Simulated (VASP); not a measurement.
# Lattice of KF (Carobbiite) across functionals and dispersion corrections, part 2 of 3

How close do the usual functionals, with and without dispersion, come to the cell of KF (Carobbiite)? LASPH is on for some levels and off for others; the table marks which. The start is a cell from a database of measured crystal structures.

VASP 6.6.1, plane waves and PAW; the level of theory is named at each step.

So far. Step 2 (Relaxation with LDA): It ends with forces that vanish by symmetry and a pressure of -0.01 GPa. The volume lies -9.4 % from that of the database's start, which holds the thermal and zero-point expansion of its experiment. LDA is known to overbind. The conventional cell has a = 5.170 Å.

**3. Relaxation with PBE**

This step: PBE; plane waves and PAW (K_sv, F) (VASP 6.6.1).

PBE, the usual starting point, adds the gradient of the density.

INCAR

```
SYSTEM = KF
PREC = Accurate
ENCUT = 560
EDIFF = 1E-06
NELM = 100
ISMEAR = -1
SIGMA = 0.05
LREAL = .FALSE.
ALGO = Normal
GGA = PE
NBANDS = 14
LORBIT = 11
LWAVE = .FALSE.
LCHARG = .FALSE.
KPAR = 2
IBRION = 2
NSW = 60
ISIF = 3
EDIFFG = -0.01
```

POSCAR

```
KF
1.0
    0.0000000000      2.6718500000      2.6718500000
    2.6718500000      0.0000000000      2.6718500000
    2.6718500000      2.6718500000      0.0000000000
K F
1 1
Direct
    0.0000000000      0.0000000000      0.0000000000
    0.5000000000      0.5000000000      0.5000000000
```

KPOINTS

```
Automatic mesh
0
Gamma
7 7 7
0 0 0
```

The projector-augmented-wave data sets are K_sv and F (PBE family, release 64).

Launch:

```console
$ mpirun -np 2 vasp_std
```

Log:

```text
[banner, memory and clock lines left out]
running    2 mpi-ranks, on    1 nodes
 distrk:  each k-point on    1 cores,    2 groups
 distr:  one band on    1 cores,    1 groups

 POSCAR found type information on POSCAR K F
 POSCAR found :  2 types and       2 ions
 LDA part: xc-table for (Slater+PW92), standard interpolation
 POSCAR, INCAR and KPOINTS ok, starting setup
 FFT: planning ... GRIDC
 FFT: planning ... GRID_SOFT
 FFT: planning ... GRID
 WAVECAR not read
 entering main loop
       N       E                     dE             d eps       ncg     rms          rms(c)
DAV:   1     0.115245114185E+03    0.11525E+03   -0.86656E+03   560   0.118E+03
DAV:   2    -0.479401680619E+01   -0.12004E+03   -0.11152E+03   728   0.300E+02
DAV:   3    -0.941561110329E+01   -0.46216E+01   -0.45972E+01   698   0.539E+01
DAV:   4    -0.955264519502E+01   -0.13703E+00   -0.13699E+00   772   0.818E+00
DAV:   5    -0.955355178239E+01   -0.90659E-03   -0.90653E-03   686   0.825E-01    0.633E+00
DAV:   6    -0.831788839655E+01    0.12357E+01   -0.36866E+00   608   0.159E+01    0.396E+00
DAV:   7    -0.829221935446E+01    0.25669E-01   -0.97815E-02   682   0.246E+00    0.229E+00
DAV:   8    -0.828854406848E+01    0.36753E-02   -0.58068E-02   620   0.247E+00    0.228E-01
DAV:   9    -0.828998433293E+01   -0.14403E-02   -0.66416E-03   740   0.653E-01    0.128E-01
DAV:  10    -0.829043029752E+01   -0.44596E-03   -0.70525E-04   628   0.227E-01    0.620E-02
DAV:  11    -0.829059205543E+01   -0.16176E-03   -0.19323E-04   572   0.111E-01    0.225E-02
DAV:  12    -0.829057981731E+01    0.12238E-04   -0.37050E-05   686   0.511E-02    0.458E-03
DAV:  13    -0.829058058814E+01   -0.77083E-06   -0.47452E-06   596   0.191E-02
   1 F= -.82905806E+01 E0= -.82905806E+01  d E =-.829058E+01
 curvature:   0.00 expect dE= 0.000E+00 dE for cont linesearch  0.000E+00
 trial: gam= 0.00000 g(F)=  0.105E-60 g(S)=  0.822E-02 ort = 0.000E+00 (trialstep = 0.100E+01)
 search vector abs. value=  0.822E-02
 bond charge predicted
       N       E                     dE             d eps       ncg     rms          rms(c)
DAV:   1    -0.838669581190E+01   -0.96116E-01   -0.17017E+00   698   0.131E+01    0.233E+00
DAV:   2    -0.830633813135E+01    0.80358E-01   -0.30008E-01   674   0.493E+00    0.582E-01
DAV:   3    -0.829759133788E+01    0.87468E-02   -0.16193E-02   922   0.119E+00    0.434E-01
DAV:   4    -0.829635115402E+01    0.12402E-02   -0.44881E-03  1066   0.478E-01    0.342E-01
DAV:   5    -0.829657113603E+01   -0.21998E-03   -0.48279E-04   896   0.926E-02    0.598E-02
DAV:   6    -0.829659720336E+01   -0.26067E-04   -0.75486E-05  1018   0.521E-02    0.110E-02
DAV:   7    -0.829659528647E+01    0.19169E-05   -0.21474E-06   552   0.140E-02    0.152E-03
DAV:   8    -0.829659570203E+01   -0.41556E-06   -0.74143E-08   394   0.253E-03
   2 F= -.82965957E+01 E0= -.82965957E+01  d E =-.601511E-02
 trial-energy change:   -0.006015  1 .order   -0.005961   -0.008215   -0.003706
 step:   1.7303(harm=  1.8220)  dis= 0.00000  next Energy=    -8.297970 (dE=-0.739E-02)
 bond charge predicted
       N       E                     dE             d eps       ncg     rms          rms(c)
DAV:   1    -0.834590793115E+01   -0.49313E-01   -0.89942E-01   698   0.952E+00    0.169E+00
DAV:   2    -0.830331701594E+01    0.42591E-01   -0.16144E-01   674   0.359E+00    0.427E-01
DAV:   3    -0.829866152812E+01    0.46555E-02   -0.86678E-03   914   0.870E-01    0.306E-01
DAV:   4    -0.829798257529E+01    0.67895E-03   -0.24582E-03  1066   0.354E-01    0.243E-01
DAV:   5    -0.829809169086E+01   -0.10912E-03   -0.24918E-04   896   0.687E-02    0.401E-02
DAV:   6    -0.829810255469E+01   -0.10864E-04   -0.40400E-05  1032   0.394E-02    0.791E-03
DAV:   7    -0.829810083043E+01    0.17243E-05   -0.12176E-06   506   0.105E-02    0.118E-03
DAV:   8    -0.829810117851E+01   -0.34808E-06   -0.62139E-08   352   0.236E-03
   3 F= -.82981012E+01 E0= -.82981012E+01  d E =-.752059E-02
 curvature:  -0.90 expect dE=-0.246E-04 dE for cont linesearch -0.246E-04
 trial: gam=-0.05436 g(F)=  0.102E-59 g(S)=  0.273E-04 ort = 0.474E-03 (trialstep = 0.115E+01)
 search vector abs. value=  0.911E-07
 reached required accuracy - stopping structural energy minimisation
```

Run time: 17 s. Hardware: 2 MPI ranks of AMD EPYC 7R43, shared host; peak memory 0.29 GiB; 32 s of CPU time.

From OUTCAR (step 3):

```text
The static configuration has the point symmetry O_h .

 Found     20 irreducible k-points:

   NELECT =      16.0000    total number of electrons

 E-fermi :  -1.7176

 k-point     1 :       0.0000    0.0000    0.0000
  band No.  band energies     occupation
    ...
      4     -12.4478      2.00000
      5     -12.4478      2.00000
      6      -2.9124      2.00000
      7      -2.9124      2.00000
      8      -2.9124      2.00000
      9       3.0392      0.00000
     10       7.6484      0.00000
     11       7.6484      0.00000
     12       7.6484      0.00000
     13       9.2654      0.00000
    ...

 k-point     2 :       0.1429    0.0000    0.0000
  band No.  band energies     occupation
    ...
      4     -12.4544      2.00000
      5     -12.4544      2.00000
      6      -3.0800      2.00000
      7      -2.9734      2.00000
      8      -2.9734      2.00000
      9       3.5774      0.00000
     10       7.3442      0.00000
     11       7.9069      0.00000
     12       7.9069      0.00000
     13       9.4378      0.00000
    ...

  Total        0.0194376      0.0194376      0.0194376      0.0000000      0.0000000      0.0000000
  in kB        0.7828746      0.7828746      0.7828746      0.0000000      0.0000000      0.0000000
  external PRESSURE =       0.7828746 kB  Pullay stress =       0.0000000 kB

  energy-cutoff  :      560.00
  volume of cell :       39.78
      direct lattice vectors                 reciprocal lattice vectors
     0.000000000  2.709423808  2.709423808    -0.184541082  0.184541082  0.184541082
     2.709423808  0.000000000  2.709423808     0.184541082 -0.184541082  0.184541082
     2.709423808  2.709423808 -0.000000000     0.184541082  0.184541082 -0.184541082

 POSITION                                       TOTAL-FORCE (eV/Angst)
 -----------------------------------------------------------------------------------
      0.00000      0.00000      0.00000         0.000000      0.000000     -0.000000
      2.70942      2.70942      2.70942        -0.000000     -0.000000      0.000000
 -----------------------------------------------------------------------------------
    total drift:                                0.000000      0.000000      0.000000

  FREE ENERGIE OF THE ION-ELECTRON SYSTEM (eV)
  ---------------------------------------------------
  free  energy   TOTEN  =        -8.2981011785 eV

  energy  without entropy=       -8.2981011785  energy(sigma->0) =       -8.29810118

 total charge
# of ion       s       p       d       tot
------------------------------------------
    1        1.957   5.590   0.030   7.577
    2        1.728   4.347   0.000   6.075
--------------------------------------------------
tot          3.685   9.938   0.030  13.652

[... 8 parts as in an earlier step ...]

[... 5 further parts left out ...]
```

CONTCAR:

```
KF
   1.00000000000000
     0.0000000000000000    2.7094238083853779    2.7094238083853779
     2.7094238083853779    0.0000000000000000    2.7094238083853779
     2.7094238083853779    2.7094238083853779   -0.0000000000000000
  K               F
     1     1
Direct
     0.0000000000000000    0.0000000000000000    0.0000000000000000
     0.5000000000000000    0.5000000000000000    0.5000000000000000
```

Step by step:

```csv
step,energy less that of the first step (eV),largest force (eV/Å),pressure (GPa),volume (Å³)
1,0.0000,0.0000,1.42,38.15
2,-0.0060,0.0000,0.62,39.09
3,-0.0075,0.0000,0.08,39.78
```

```csv
"conventional cell, symmetrised",before,after,change
a (Å),5.344,5.419,+1.4 %
b (Å),5.344,5.419,+1.4 %
c (Å),5.344,5.419,+1.4 %
volume (Å³/atom),19.07,19.89,+4.3 %
```

The relaxed structure:

```xyz
2
Lattice="0.0000 2.7094 2.7094 2.7094 0.0000 2.7094 2.7094 2.7094 0.0000" Properties=species:S:1:pos:R:3 pbc="T T T"
K     0.0000    0.0000    0.0000
F     2.7094    2.7094    2.7094
```

Numbers from this step:

```
free energy (TOTEN)             : -8.298 eV
Fermi energy                    : -1.718 eV
pressure                        : 0.07829 GPa
SCF cycles over all ionic steps : 29
gap on the k-mesh               : 5.952 eV
least direct gap on the k-mesh  : 5.952 eV
```

It ends at 19.89 Å³/atom, +4.3 % from the start, with 0.08 GPa left. The conventional cell has a = 5.419 Å.

**4. Relaxation with r2SCAN**

This step: r2SCAN; plane waves and PAW (K_sv, F) (VASP 6.6.1).

r2SCAN adds the kinetic-energy density, costs more than a GGA and is run with LASPH.

Changes to INCAR since step 3:

```diff
@@ -9,3 +9,4 @@
 ALGO = Normal
-GGA = PE
+METAGGA = R2SCAN
+LASPH = .TRUE.
 NBANDS = 14
```

POSCAR is that of step 3.

KPOINTS is that of step 3.

Launch:

```console
$ mpirun -np 2 vasp_std
```

Log:

```text
[banner, memory and clock lines left out]
running    2 mpi-ranks, on    1 nodes
[...]
[... a notice as in an earlier step ...]

 LDA part: xc-table for (None), standard interpolation
 POSCAR, INCAR and KPOINTS ok, starting setup
[...]
entering main loop
       N       E                     dE             d eps       ncg     rms          rms(c)
DAV:   1     0.106138429235E+03    0.10614E+03   -0.88116E+03   560   0.120E+03
DAV:   2    -0.160730037275E+02   -0.12221E+03   -0.11307E+03   748   0.314E+02
DAV:   3    -0.207242740700E+02   -0.46513E+01   -0.46219E+01   706   0.550E+01
DAV:   4    -0.208801740963E+02   -0.15590E+00   -0.15583E+00   780   0.890E+00
[...]
DAV:  12    -0.149739609730E+02    0.35640E-04   -0.15112E-04   650   0.998E-02    0.767E-03
DAV:  13    -0.149739591048E+02    0.18682E-05   -0.54876E-06   732   0.191E-02    0.875E-04
DAV:  14    -0.149739589912E+02    0.11365E-06   -0.87801E-08   364   0.292E-03
   1 F= -.14973959E+02 E0= -.14973959E+02  d E =-.149740E+02
[...]
DAV:   7    -0.149746721154E+02   -0.15656E-05   -0.65917E-07   490   0.708E-03    0.460E-04
DAV:   8    -0.149746722040E+02   -0.88519E-07   -0.15790E-07   292   0.272E-03
   2 F= -.14974672E+02 E0= -.14974672E+02  d E =-.713213E-03
 trial-energy change:   -0.000713  1 .order   -0.000693   -0.000958   -0.000428
 step:   1.5936(harm=  1.8094)  dis= 0.00000  next Energy=   -14.974804 (dE=-0.845E-03)
[...]
N       E                     dE             d eps       ncg     rms          rms(c)
DAV:   1    -0.149783287426E+02   -0.36566E-02   -0.72390E-02   560   0.286E+00    0.444E-01
DAV:   2    -0.149752190975E+02    0.31096E-02   -0.10403E-02   686   0.942E-01    0.116E-01
DAV:   3    -0.149748662659E+02    0.35283E-03   -0.48070E-04   866   0.222E-01    0.530E-02
DAV:   4    -0.149748079076E+02    0.58358E-04   -0.20397E-04   934   0.123E-01    0.342E-02
DAV:   5    -0.149748254934E+02   -0.17586E-04   -0.15134E-05   900   0.248E-02    0.471E-03
DAV:   6    -0.149748270410E+02   -0.15475E-05   -0.18597E-06   606   0.127E-02    0.192E-03
DAV:   7    -0.149748278963E+02   -0.85530E-06   -0.23798E-07   346   0.430E-03
   3 F= -.14974828E+02 E0= -.14974828E+02  d E =-.868905E-03
[...]
reached required accuracy - stopping structural energy minimisation
```

Wall time 82 s (2 MPI ranks); peak memory 0.3 GiB.

Parts of OUTCAR (step 4):

```text
  Total       -0.0110576     -0.0110576     -0.0110576      0.0000000     -0.0000000      0.0000000
  in kB       -0.4706307     -0.4706307     -0.4706307      0.0000000     -0.0000000      0.0000000
  external PRESSURE =      -0.4706307 kB  Pullay stress =       0.0000000 kB

 POSITION                                       TOTAL-FORCE (eV/Angst)
 -----------------------------------------------------------------------------------
      0.00000      0.00000      0.00000         0.000000      0.000000      0.000000
      2.66003      2.66003      2.66003        -0.000000     -0.000000     -0.000000
 -----------------------------------------------------------------------------------
    total drift:                                0.000000      0.000000      0.000000

  FREE ENERGIE OF THE ION-ELECTRON SYSTEM (eV)
  ---------------------------------------------------
  free  energy   TOTEN  =       -14.9748278963 eV

  energy  without entropy=      -14.9748278962  energy(sigma->0) =      -14.97482790

[... 2 parts as in an earlier step ...]

[... 2 further parts left out ...]
[key lines of the parts left out:]
E-fermi :  -2.2046
```

The PAW data sets were made with PBE, which is usual practice but a small mismatch for other functionals.

Relaxation path:

```csv
step,energy less that of the first step (eV),largest force (eV/Å),pressure (GPa),volume (Å³)
1,0.0000,0.0000,-0.48,38.15
2,-0.0007,0.0000,-0.22,37.83
3,-0.0009,0.0000,-0.05,37.64
```

```csv
"conventional cell, symmetrised",before,after,change
a (Å),5.344,5.320,-0.4 %
b (Å),5.344,5.320,-0.4 %
c (Å),5.344,5.320,-0.4 %
volume (Å³/atom),19.07,18.82,-1.3 %
```

The relaxed structure:

```cif
data_structure
_symmetry_space_group_name_H-M 'P 1'
_symmetry_Int_Tables_number 1
_cell_length_a 3.7619
_cell_length_b 3.7619
_cell_length_c 3.7619
_cell_angle_alpha 60.000
_cell_angle_beta 60.000
_cell_angle_gamma 60.000
_cell_volume 37.64
loop_
_atom_site_label
_atom_site_type_symbol
_atom_site_fract_x
_atom_site_fract_y
_atom_site_fract_z
_atom_site_occupancy
K1 K 0.00000 0.00000 0.00000 1
F2 F 0.50000 0.50000 0.50000 1
```

It ends at 18.82 Å³/atom, -1.3 % from the start, with -0.05 GPa left. The conventional cell has a = 5.320 Å.

**5. Relaxation with PBE + D3(BJ)**

This step: PBE with D3(BJ); plane waves and PAW (K_sv, F) (VASP 6.6.1).

A dispersion term adds the long-range attraction that semilocal functionals lack. D3 with Becke-Johnson damping keeps a finite attraction at short range.

Changes to INCAR since step 4:

```diff
@@ -9,4 +9,4 @@
 ALGO = Normal
-METAGGA = R2SCAN
-LASPH = .TRUE.
+GGA = PE
+IVDW = 12
 NBANDS = 14
```

POSCAR is that of step 4.

KPOINTS is that of step 4.

Launch:

```console
$ mpirun -np 2 vasp_std
```

Log:

```text
[... set-up lines as in an earlier step ...]
 entering main loop
       N       E                     dE             d eps       ncg     rms          rms(c)
[... 13 cycles as in an earlier step ...]
   1 F= -.86070305E+01 E0= -.86070305E+01  d E =-.860703E+01
[...]
N       E                     dE             d eps       ncg     rms          rms(c)
DAV:   1    -0.829145044837E+01   -0.87063E-03   -0.67272E-03   698   0.826E-01    0.144E-01
DAV:   2    -0.829113609218E+01    0.31436E-03   -0.11763E-03   662   0.309E-01    0.375E-02
DAV:   3    -0.829110281268E+01    0.33280E-04   -0.64315E-05   942   0.762E-02    0.245E-02
DAV:   4    -0.829109727266E+01    0.55400E-05   -0.18124E-05  1060   0.306E-02    0.199E-02
DAV:   5    -0.829109634980E+01    0.92286E-06   -0.19060E-06   894   0.644E-03
   2 F= -.86070660E+01 E0= -.86070660E+01  d E =-.355454E-04
[...]
trial-energy change:   -0.000036  1 .order   -0.000030   -0.000032   -0.000028
 step:   4.0000(harm=  7.9716)  dis= 0.00000  next Energy=    -8.607158 (dE=-0.127E-03)
 reached required accuracy - stopping structural energy minimisation
```

Elapsed: 11 s, on 2 MPI ranks; peak memory 0.3 GiB.

Parts of OUTCAR (step 5):

```text
 Edisp (eV)   -0.31645

 Edisp (eV)   -0.31597

  Total       0.01838     0.01838     0.01838     0.00000    -0.00000    -0.00000
  in kB       0.77087     0.77087     0.77087     0.00000    -0.00000    -0.00000
  external pressure =        0.77 kB  Pullay stress =        0.00 kB

 POSITION                                       TOTAL-FORCE (eV/Angst)
 -----------------------------------------------------------------------------------
      5.34641      2.67320      2.67320         0.000000      0.000000      0.000000
      2.67320      2.67320      2.67320        -0.000000     -0.000000     -0.000000
 -----------------------------------------------------------------------------------
    total drift:                                0.000000      0.000000      0.000000

  FREE ENERGIE OF THE ION-ELECTRON SYSTEM (eV)
  ---------------------------------------------------
  free  energy   TOTEN  =        -8.6070659986 eV

  energy  without entropy=       -8.6070659985  energy(sigma->0) =       -8.60706600

[... 2 parts as in an earlier step ...]

[... 2 further parts left out ...]
[key lines of the parts left out:]
E-fermi :  -1.6680
```

Little changed from the start: no atom moved by 0.005 Å and no cell edge by 0.1 %.

It ends at 19.10 Å³/atom, +0.2 % from the start, with 0.08 GPa left. The conventional cell has a = 5.346 Å. Against plain PBE, the dispersion term moves a by -1.3 %.

**6. Relaxation with r2SCAN + rVV10**

This step: r2SCAN with rVV10; plane waves and PAW (K_sv, F) (VASP 6.6.1).

LUSE_VDW switches on a nonlocal correlation term for dispersion.

Changes to INCAR since step 5:

```diff
@@ -9,4 +9,8 @@
 ALGO = Normal
-GGA = PE
-IVDW = 12
+METAGGA = R2SCAN
+LUSE_VDW = .TRUE.
+IVDW_NL = 2
+BPARAM = 11.95
+CPARAM = 0.0093
+LASPH = .TRUE.
 NBANDS = 14
```

POSCAR is that of step 5.

KPOINTS is that of step 5.

Launch:

```console
$ mpirun -np 2 vasp_std
```

Log:

```text
[banner, memory and clock lines left out]
running    2 mpi-ranks, on    1 nodes
[...]
|                                                                             |
|               ----> ADVICE to this user running VASP <----                  |
|                                                                             |
|     You have switched on vdW-DFT.                                           |
|     This routine was written and supplied by Jiri Klimes. We recommend      |
|     that you carefully read and cite the following publications:            |
|       J. Klimes, D.R. Bowler, A. Michelides                                 |
|          J. Phys.: Cond Matt. 22 022201 (2010)                              |
|       J. Klimes, D.R. Bowler, A. Michelides                                 |
|          Phys. Rev. B. 83, 195131 (2011)                                    |
|     and references therein.                                                 |
|                                                                             |

[...]
DAV:   4    -0.144423230469E+02    0.39579E-03   -0.13555E-03   940   0.317E-01    0.860E-02
Total rVV10 correction in eV:      0.5302853    16.0010653
Total rVV10 correction in eV:      0.5302853    16.0010653
DAV:   5    -0.144423977187E+02   -0.74672E-04   -0.98302E-05   900   0.654E-02    0.124E-02
Total rVV10 correction in eV:      0.5302889    16.0010653
Total rVV10 correction in eV:      0.5302889    16.0010653
DAV:   6    -0.144424008397E+02   -0.31210E-05   -0.13929E-05   734   0.354E-02    0.553E-03
Total rVV10 correction in eV:      0.5302697    16.0010653
Total rVV10 correction in eV:      0.5302697    16.0010653
DAV:   7    -0.144424034309E+02   -0.25912E-05   -0.17704E-06   694   0.104E-02    0.997E-04
Total rVV10 correction in eV:      0.5302676    16.0010653
Total rVV10 correction in eV:      0.5302676    16.0010653
DAV:   8    -0.144424036136E+02   -0.18270E-06   -0.10981E-07   298   0.271E-03
Total rVV10 correction in eV:      0.5302673    16.0010653
Total rVV10 correction in eV:      0.5302673    16.0010653
Total rVV10 correction in eV:      0.5302666    16.0010653
Total rVV10 correction in eV:      0.5302666    16.0010653
   3 F= -.14442404E+02 E0= -.14442404E+02  d E =-.532620E-02
[...]
reached required accuracy - stopping structural energy minimisation
```

The job ended after 2.7 min (2 MPI ranks; peak memory 0.51 GiB).

Parts of OUTCAR (step 6):

```text
  Total       -0.0143290     -0.0143290     -0.0143290     -0.0000000      0.0000000      0.0000000
  in kB       -0.6225170     -0.6225170     -0.6225170     -0.0000000      0.0000000      0.0000000
  external PRESSURE =      -0.6225170 kB  Pullay stress =       0.0000000 kB

 POSITION                                       TOTAL-FORCE (eV/Angst)
 -----------------------------------------------------------------------------------
      0.00000      0.00000      0.00000         0.000000      0.000000      0.000000
      2.64189      2.64189      2.64189        -0.000000     -0.000000     -0.000000
 -----------------------------------------------------------------------------------
    total drift:                                0.000000      0.000000      0.000000

  FREE ENERGIE OF THE ION-ELECTRON SYSTEM (eV)
  ---------------------------------------------------
  free  energy   TOTEN  =       -14.4424036136 eV

  energy  without entropy=      -14.4424036136  energy(sigma->0) =      -14.44240361

[... 2 parts as in an earlier step ...]

[... 2 further parts left out ...]
[key lines of the parts left out:]
E-fermi :  -2.0287
```

It ends at 18.44 Å³/atom, -3.3 % from the start, with -0.06 GPa left. The conventional cell has a = 5.284 Å. Against plain r2SCAN, the dispersion term moves a by -0.7 %.

[end of part 2 of 3]

[Lines on the potential files, build, host, timing and source positions are cut from VASP's logs without a mark.]

[Logs are printed without paths, hosts, clocks, repeated set-up lines and the standing remarks that a program may print on its own settings, such as how far it seeks lower states.]

[Hosts, paths, dates, database ids (printed as entryN), source tags and the programs' standing remarks are cut or masked in the printed files.]

[A measured line is paired with the nearest computed mode of its activity, which favours agreement.]
